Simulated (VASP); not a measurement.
Computed with rev-vdW-DF2, VASP's PBE PAW potentials (set 64) (plane waves; VASP).

Input for VASP

**POSCAR**
```
InP
1
    0.0000000000     2.9633379381     2.9633379381
    2.9633379381     0.0000000000     2.9633379381
    2.9633379381     2.9633379381     0.0000000000
In P
1 1
Direct
  0.0000000000   0.0000000000   0.0000000000
  0.2500000000   0.2500000000   0.2500000000
```

KPOINTS:
```
k-points along high-symmetry lines
15
Line-mode
Reciprocal
  0.000000   0.000000   0.000000 ! GAMMA
 -0.500000  -0.500000   0.000000 ! X

 -0.500000  -0.500000   0.000000 ! X
 -0.375000  -0.375000   0.250000 ! U

 -0.375000  -0.000000   0.375000 ! K
  0.000000   0.000000   0.000000 ! GAMMA

  0.000000   0.000000   0.000000 ! GAMMA
 -0.000000  -0.000000   0.500000 ! L

 -0.000000  -0.000000   0.500000 ! L
 -0.500000  -0.250000   0.250000 ! W

 -0.500000  -0.250000   0.250000 ! W
 -0.500000  -0.500000   0.000000 ! X
```

### INCAR
```
SYSTEM = InP
PREC = Accurate
ENCUT = 520
EDIFF = 1E-7
NELM = 100
ALGO = Normal
LREAL = .FALSE.
LASPH = .TRUE.
ISMEAR = 0
SIGMA = 0.05
GGA = MK
PARAM1 = 0.1234568
PARAM2 = 0.7114
ZAB_VDW = -1.8867
LUSE_VDW = .TRUE.
AGGAC = 0.0
LMAXMIX = 4
LWAVE = .FALSE.
LCHARG = .FALSE.
LORBIT = 11
ICHARG = 11
```

POTCAR, in this order: In_d P (PBE.64 set). Program: vasp_std. Read from the step before: CHGCAR.

Output of the run:

File OSZICAR:
```
       N       E                     dE             d eps       ncg     rms          rms(c)
DAV:   1     0.118044361676E+03    0.11804E+03   -0.86534E+03  2345   0.155E+03
DAV:   2     0.544789230575E+01   -0.11260E+03   -0.10929E+03  2415   0.332E+02
DAV:   3    -0.295723773708E+01   -0.84051E+01   -0.82526E+01  3070   0.926E+01
DAV:   4    -0.319687131005E+01   -0.23963E+00   -0.23943E+00  2777   0.170E+01
DAV:   5    -0.320769363862E+01   -0.10822E-01   -0.10822E-01  3473   0.319E+00
DAV:   6    -0.320794617179E+01   -0.25253E-03   -0.25253E-03  3016   0.427E-01
DAV:   7    -0.320795308114E+01   -0.69093E-05   -0.69095E-05  3544   0.737E-02
DAV:   8    -0.320795318202E+01   -0.10088E-06   -0.10081E-06  2863   0.864E-03
DAV:   9    -0.320795318381E+01   -0.17931E-08   -0.17946E-08  2020   0.153E-03
   1 F= -.32079532E+01 E0= -.32079532E+01  d E =-.222006E-09
```

OUTCAR:
```
 val. band max:        4.7521990489   @ k =   0.0000   0.0000   0.0000

 cond. band min:       5.1585811681   @ k =   0.0000   0.0000   0.0000



 k-point     1 :       0.0000    0.0000    0.0000
  band No.  band energies     occupation
      1      -9.3870      2.00000
      2      -9.3870      2.00000
      3      -9.3870      2.00000
      4      -9.2503      2.00000
      5      -9.2503      2.00000
      6      -6.5585      2.00000
      7       4.7522      2.00000
      8       4.7522      2.00000
      9       4.7522      2.00000
     10       5.1586      0.00000
     11       8.7992      0.00000
     12       8.7992      0.00000
     13       8.7992      0.00000

 k-point     2 :      -0.0357   -0.0357    0.0000
  band No.  band energies     occupation
      1      -9.3895      2.00000
      2      -9.3859      2.00000
      3      -9.3859      2.00000
      4      -9.2507      2.00000
      5      -9.2499      2.00000
      6      -6.5399      2.00000
      7       4.3970      2.00000
      8       4.7044      2.00000
      9       4.7044      2.00000
     10       5.5118      0.00000
     11       8.7316      0.00000
     12       8.8640      0.00000
     13       8.8640      0.00000

 k-point     3 :      -0.0714   -0.0714    0.0000
  band No.  band energies     occupation
      1      -9.3969      2.00000
      2      -9.3826      2.00000
      3      -9.3826      2.00000
      4      -9.2520      2.00000
      5      -9.2488      2.00000
      6      -6.4841      2.00000
      7       3.8972      2.00000
      8       4.5709      2.00000
      9       4.5709      2.00000
     10       6.0025      0.00000
     11       8.5494      0.00000
     12       9.0489      0.00000
     13       9.0490      0.00000

 k-point     4 :      -0.1071   -0.1071    0.0000
  band No.  band energies     occupation
      1      -9.4083      2.00000
      2      -9.3773      2.00000
      3      -9.3773      2.00000
      4      -9.2542      2.00000
...
```

The density is held fixed in this step, so its total energy and stress have no physical meaning. Unless said otherwise, spin-orbit coupling is left out, though it shifts the bands of the heavy elements here.

The compound is InP in the zinc blende structure. It was relaxed first.
